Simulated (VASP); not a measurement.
A convergence study with VASP on YN (space group P1): a few settings are varied, all else stays as given below, so the limit is that of these other settings. The cell's lengths are 1 % over those of the tabulated start and one atom is moved, so it is off equilibrium.

```yaml
crystal:
  lattice:
    - [0.00000, 2.46440, 2.46440]
    - [2.46440, 0.00000, 2.46440]
    - [2.46440, 2.46440, 0.00000]
  atoms:
    - { symbol: Y, position: [0.98261, 0.00227, 0.01070] }
    - { symbol: N, position: [0.50510, 0.51002, 0.50160] }
```

The numbers are results of PBE GGA, VASP's PBE PAW potentials (set 64) (plane waves; VASP), not measurements. The last row used: 900 eV cut-off, 8×8×8 Γ-centred mesh, Gaussian smearing of 0.050 eV, potentials Y_sv N_h.

Energies of different potentials or hybrids have different zeros.

```tsv
setting	E (eV/atom)	pressure (GPa)	largest force (eV/Å)	plane waves
ENCUT = 300, POTCAR Y_sv N	-9.1108	-16.23	0.099	363
ENCUT = 400, POTCAR Y_sv N	-9.1128	-4.39	0.119	560
ENCUT = 520, POTCAR Y_sv N	-9.1102	-2.09	0.116	821
ENCUT = 700, POTCAR Y_sv N	-9.1127	-2.19	0.117	1283
ENCUT = 900, POTCAR Y_sv N	-9.1136	-2.03	0.117	1856
ENCUT = 300, POTCAR Y_sv N_s	-9.1123	-2.88	0.113	363
ENCUT = 400, POTCAR Y_sv N_s	-9.1130	-2.18	0.115	560
ENCUT = 520, POTCAR Y_sv N_s	…	…	0.116	821
ENCUT = 700, POTCAR Y_sv N_s	-9.1154	-2.05	0.116	1283
ENCUT = 900, POTCAR Y_sv N_s	-9.1155	-2.05	0.116	1856
ENCUT = 300, POTCAR Y_sv N_h	…	…	…	363
ENCUT = 400, POTCAR Y_sv N_h	-8.8939	-38.60	0.149	560
ENCUT = 520, POTCAR Y_sv N_h	-9.0472	-18.35	0.121	821
ENCUT = 700, POTCAR Y_sv N_h	-9.1076	-5.15	0.114	1283
ENCUT = 900, POTCAR Y_sv N_h	-9.1139	-2.24	0.113	1856
```

**Question.** What belongs in the gaps?

**Answer.** 
- ENCUT = 300, POTCAR Y_sv N_h, E (eV/atom): -8.8274
- ENCUT = 300, POTCAR Y_sv N_h, pressure (GPa): -57.58
- ENCUT = 300, POTCAR Y_sv N_h, largest force (eV/Å): 0.118
- ENCUT = 520, POTCAR Y_sv N_s, E (eV/atom): -9.1151
- ENCUT = 520, POTCAR Y_sv N_s, pressure (GPa): -2.12

Left out are rungs that failed or repeat a setting and relaxations that didn't move; long series are thinned to 24 rows.

The structure was generated: YN was put into an ordered model structure, which need not be its known phase. The cell was not relaxed at this level, it is distorted from the ideal structure.
